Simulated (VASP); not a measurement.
Here is the system:

```yaml
crystal:
  lattice:
    - [0.00000, 1.92704, 1.92704]
    - [1.92704, 0.00000, 1.92704]
    - [1.92704, 1.92704, 0.00000]
  atoms:
    - { symbol: Rh, position: [0.00000, 0.00000, 0.00000] }
```

Computed with RPBE GGA, VASP's PBE PAW potentials (set 64) (plane waves; VASP). Run with 520 eV cut-off, 18×18×18 Γ-centred mesh, tetrahedra with Blöchl corrections, potentials Rh_pv.

Predict the energy per atom (σ→0), band gap (on the k-mesh) with the smallest direct gap where there is one.

The band gap (on the k-mesh) is none (metal, semimetal or under 0.01 eV) and the energy per atom (σ→0) is -6.615 eV/atom.

Only differences to runs with the same potentials and settings are physical.

The compound is Rh in the fcc structure. It was relaxed first.
